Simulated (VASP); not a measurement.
Given:

```
CELL_PARAMETERS angstrom
      1.73285    -3.00138     0.00000
      1.73285     3.00138     0.00000
      0.00000     0.00000     5.41170
ATOMIC_POSITIONS crystal
  Lu 0.33333 0.66667 0.25000
  Lu 0.66667 0.33333 0.75000
```

The numbers are results of revTPSS meta-GGA, VASP's PBE PAW potentials (set 64) (plane waves; VASP), not measurements. Settings: 520 eV cut-off, 14×14×8 Γ-centred mesh, tetrahedra with Blöchl corrections, potentials Lu_3.

Q: Give the energies of bands 7 to 12 at the high-symmetry points, in eV from the Fermi level.

A: 
```csv
band,Γ,M,K,A,L,H
7,-6.11,-2.36,-0.97,-4.39,-2.15,-0.60
8,-2.44,-1.45,-0.97,-4.39,-2.15,-0.60
9,0.74,-0.89,-0.73,1.25,0.12,-0.50
10,2.29,-0.33,-0.65,1.25,0.12,-0.50
11,2.29,1.69,1.36,2.19,1.43,0.41
12,2.73,1.94,1.36,2.19,1.43,0.41
```

It has no gap at this level: it comes out as a metal or semimetal.

The compound is Lu in the hcp structure. It was relaxed first.
